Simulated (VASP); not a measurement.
Consider the following.

```
SnS
1.0
   22.16515     0.00000     0.00000
    0.00000     2.87204     2.88236
    0.00000    -2.87204     2.88236
Sn S
2 2
Direct
  0.43636   0.24432   0.74432
  0.56364   0.74432   0.24432
  0.44842   0.72168   0.22168
  0.55158   0.22168   0.72168
```

The numbers are results of PBEsol GGA, VASP's PBE PAW potentials (set 64) (plane waves; VASP), not measurements. Settings: 400 eV cut-off, Gaussian smearing of 0.050 eV, potentials Sn_d S.

The cell holds a wide vacuum, so values per volume refer to the whole cell. Unless said otherwise, spin-orbit coupling is left out, though it shifts the bands of the heavy elements here.

Question: Estimate the band gap (along the path) with the smallest direct gap where there is one.

Answer: 
| Property | Value |
|---|---|
| band gap (along the path) | 1.37 eV |
| smallest direct gap (along the path) | 1.37 eV |

The cell is a sheet with vacuum, built from a database entry that may be metastable or hypothetical.
